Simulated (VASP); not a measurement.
OSZICAR of a VASP run on Cs (bcc):

OSZICAR:
```
       N       E                     dE             d eps       ncg     rms          rms(c)
DAV:   1     0.357281860924E+02    0.35728E+02   -0.26635E+03   928   0.697E+02
DAV:   2    -0.191176528076E+02   -0.54846E+02   -0.52627E+02  1464   0.142E+02
DAV:   3    -0.270369993843E+02   -0.79193E+01   -0.78927E+01  1144   0.568E+01
DAV:   4    -0.272098202425E+02   -0.17282E+00   -0.17278E+00  1264   0.101E+01
DAV:   5    -0.272112567038E+02   -0.14365E-02   -0.14364E-02  1224   0.906E-01    0.388E-01
DAV:   6    -0.258734886553E+02    0.13378E+01   -0.92132E-02   984   0.347E+00    0.299E-01
DAV:   7    -0.249095010282E+02    0.96399E+00   -0.44991E-01   960   0.373E+00    0.254E-01
DAV:   8    -0.251346672984E+02   -0.22517E+00   -0.46411E-02  1000   0.261E+00    0.161E-01
DAV:   9    -0.251103346679E+02    0.24333E-01   -0.31492E-02   936   0.234E+00    0.543E-02
DAV:  10    -0.250796376060E+02    0.30697E-01   -0.42509E-02   928   0.232E+00    0.443E-02
DAV:  11    -0.251708639150E+02   -0.91226E-01   -0.27585E-02   928   0.232E+00    0.228E-02
DAV:  12    -0.251586726941E+02    0.12191E-01   -0.30911E-02   928   0.212E+00    0.322E-02
DAV:  13    -0.251091838850E+02    0.49489E-01   -0.47656E-02   928   0.113E+00    0.373E-02
DAV:  14    -0.251099825168E+02   -0.79863E-03   -0.11460E-03  1192   0.280E-01    0.373E-02
DAV:  15    -0.251630476800E+02   -0.53065E-01   -0.65984E-02   928   0.159E+00    0.309E-02
DAV:  16    -0.251619251068E+02    0.11226E-02   -0.19328E-03  1120   0.519E-01    0.262E-02
DAV:  17    -0.251633788789E+02   -0.14538E-02   -0.60745E-03   944   0.946E-01    0.254E-02
DAV:  18    -0.251632749451E+02    0.10393E-03   -0.50522E-05  1320   0.763E-02    0.246E-02
DAV:  19    -0.251634610045E+02   -0.18606E-03   -0.14223E-04   976   0.158E-01    0.230E-02
DAV:  20    -0.251634053388E+02    0.55666E-04   -0.13768E-04   984   0.150E-01    0.217E-02
DAV:  21    -0.251634226970E+02   -0.17358E-04   -0.14734E-05  1048   0.403E-02    0.200E-02
DAV:  22    -0.251636358802E+02   -0.21318E-03   -0.67280E-05   992   0.560E-02    0.191E-02
DAV:  23    -0.251636002707E+02    0.35610E-04   -0.50204E-06  1184   0.258E-02    0.180E-02
DAV:  24    -0.251637033626E+02   -0.10309E-03   -0.22130E-05   968   0.334E-02    0.162E-02
DAV:  25    -0.251637540000E+02   -0.50637E-04   -0.27109E-05  1008   0.692E-02    0.136E-02
DAV:  26    -0.251637660655E+02   -0.12065E-04   -0.32011E-05   992   0.575E-02    0.127E-02
DAV:  27    -0.251638507912E+02   -0.84726E-04   -0.50381E-05  1008   0.999E-02    0.994E-03
DAV:  28    -0.251638971818E+02   -0.46391E-04   -0.54613E-05   992   0.616E-02    0.747E-03
DAV:  29    -0.251639117909E+02   -0.14609E-04   -0.24398E-05   984   0.678E-02    0.466E-03
DAV:  30    -0.251639219755E+02   -0.10185E-04   -0.86981E-06  1008   0.380E-02    0.322E-03
DAV:  31    -0.251639260719E+02   -0.40963E-05   -0.19241E-06   792   0.191E-02    0.240E-03
DAV:  32    -0.251639263351E+02   -0.26327E-06   -0.24874E-06   832   0.178E-02
   1 F= -.25163926E+02 E0= -.25162214E+02  d E =-.342478E-02  mag=    -0.0000    -0.0000    -0.0000
       N       E                     dE             ncg
       N       E                     dE             ncg
```

### Question
Which electronic solver shows in the log?

### Answer
It is blocked Davidson (ALGO = Normal, or the opening steps of other solvers). The INCAR had ALGO = Normal.

### Question
How was spin treated?

### Answer
With non-collinear spinors: mag has three components.

### Question
Can the final energy be trusted as converged?

### Answer
The calculation finished and met its thresholds. It stopped with EDIFF = 1E-6, NELM = 100 (r2SCAN meta-GGA with spin-orbit coupling, plane waves, VASP's PBE PAW potentials (set 64)).

The compound is Cs in the bcc structure. It was relaxed first, which changed the volume by +8 %.
